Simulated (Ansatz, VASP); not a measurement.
## SiF in VASP and in Ansatz

```
Si F
1.0
     4.02982    0.00000    0.00000
    -2.01491    3.48993    0.00000
     0.00000    0.00000    8.02573
Si F
4 4
Direct
  0.66667 0.33333 0.09437
  0.66667 0.33333 0.40563
  0.33333 0.66667 0.59437
  0.33333 0.66667 0.90563
  0.00000 0.00000 0.00000
  0.33333 0.66667 0.25000
  0.00000 0.00000 0.50000
  0.66667 0.33333 0.75000
```

Alike in both runs: task relaxation of cell and atoms; functional PBE; k mesh 12 × 12 × 6; occupations gaussian, width 0.1 eV; no spin polarisation.

|  | VASP | Ansatz |
| --- | --- | --- |
| version | VASP 6.6.1 | Ansatz 0.2.0 |
| potentials or method | VASP PAW PBE potentials, release 64 (Si, F) | scalar-relativistic, plane waves, PAW |
| plane-wave cutoff (eV) | 600 | 420 |
| valence electrons in the cell | 44 | 44 |

|  | VASP | Ansatz | Ansatz less VASP |
| --- | --- | --- | --- |
| gap on the k mesh at the Fermi level, each at its own relaxed structure (eV) | none | none | - |
| relaxed volume (Å³/atom) | 14.09 | 14.15 | +0.062 |
| relaxed cell length with the largest relative difference (Å) | 8.038 | 8.056 | +0.0175 |

A gap of «none» marks a metal or a gap that the smearing closes.
